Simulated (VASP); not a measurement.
Crystal: CaO.

```
CELL_PARAMETERS angstrom
0.00000 2.39000 2.39000
2.39000 0.00000 2.39000
2.39000 2.39000 0.00000
ATOMIC_POSITIONS crystal
Ca 0.00000 0.00000 0.00000
O 0.50000 0.50000 0.50000
```

The cell was built by a generator and needn't be a form met in nature.

| Item | Value |
| --- | --- |
| Program | VASP 6.6.1 |
| Task | relaxation of cell and atoms |
| Functional | LDA |
| Potentials or basis | VASP PAW LDA potentials, release 64 (Ca_sv, O) |
| Cutoff | 600 eV |
| k mesh | 10 × 10 × 10 |
| Occupations | gaussian, width 0.02 eV |
| Spin | no spin polarisation |

At the start: pressure -4.7 GPa; volume 13.65 Å³/atom.

Question: Where does the relaxation end?

Answer: Over 3 steps the energy falls by 7.9 meV/atom and the volume is 13.12 Å³/atom (-3.9 %); space group Fm-3m (No. 225, to 0.05 Å).

Step by step:
| step | energy change (eV) | largest force (eV/Å) | pressure (GPa) | volume (Å³) |
| --- | --- | --- | --- | --- |
| 1 | 0.0000 | 0.0000 | -4.65 | 27.30 |
| 2 | -0.0122 | 0.0000 | 2.48 | 25.77 |
| 3 | -0.0158 | 0.0000 | -0.01 | 26.25 |

Final structure:
```
Ca O
1.0
     0.00000    2.35884    2.35884
     2.35884    0.00000    2.35884
     2.35884    2.35884    0.00000
Ca O
1 1
Cartesian
  0.0000 0.0000 0.0000
  2.3588 2.3588 2.3588
```
